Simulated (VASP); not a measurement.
Data:

```
CoGa
1.0
    2.81853     0.00000     0.00000
    0.00000     2.81853     0.00000
    0.00000     0.00000     2.81853
Ga Co
1 1
Direct
  0.50000   0.50000   0.50000
  0.00000   0.00000   0.00000
```

Method: PBEsol GGA, VASP's PBE PAW potentials (set 64) (plane waves; VASP). Numerical set-up: 500 eV cut-off, 13×13×13 Γ-centred mesh, first-order Methfessel-Paxton smearing of 0.10 eV, potentials Ga_d Co.

Energy and stress use the plane-wave basis of the starting cell.

Question: The ions, cell shape and volume at an external pressure of 10.0 GPa are relaxed. Give the cell that the relaxation ends in.

Answer: 
```
CoGa
1.0
    2.79863     0.00000     0.00000
    0.00000     2.79863     0.00000
    0.00000     0.00000     2.79863
Ga Co
1 1
Cartesian
  1.39932   1.39932   1.39932
  0.00000   0.00000   0.00000
```
Space group Pm-3m (221), at a tolerance of 0.03 Å.

Question: How do energy and volume change from the first to the last step?

Answer: The energy (σ→0) changes by +10.8 meV/atom and the volume by -2.1 %, in 3 ionic steps.

The compound is CoGa in the CsCl type structure. This run relaxes it under an external pressure of 10 GPa. Symmetry was kept, so distortions that lower it aren't found. The run is not spin-polarised, so no magnetic state was tried.
